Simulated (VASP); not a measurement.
```xyz
4
Lattice="1.9856 -3.4392 0.0000 1.9856 3.4392 0.0000 0.0000 0.0000 5.0065" Properties=species:S:1:pos:R:3 pbc="T T T"
Ni     0.0000     0.0000     2.5032
Ni     0.0000     0.0000     0.0000
Sb     1.9856     1.1464     1.2516
Sb     1.9856    -1.1464     3.7548
```

Calculation: PBE GGA, VASP's PBE PAW potentials (set 64) (plane waves; VASP). Numerical set-up: 480 eV cut-off, 8×8×6 Γ-centred mesh, first-order Methfessel-Paxton smearing of 0.10 eV, potentials Ni Sb.

Task: Give the stress tensor in GPa (positive for a compressed cell).

Result: 
```
2.58  0.00  0.00
0.00  2.58  0.00
0.00  0.00  6.51
```
The pressure is its mean diagonal, 3.89 GPa.

The compound is NiSb in the NiAs type structure. This cell was strained or had an atom moved on purpose. The run is not spin-polarised, so no magnetic state was tried.
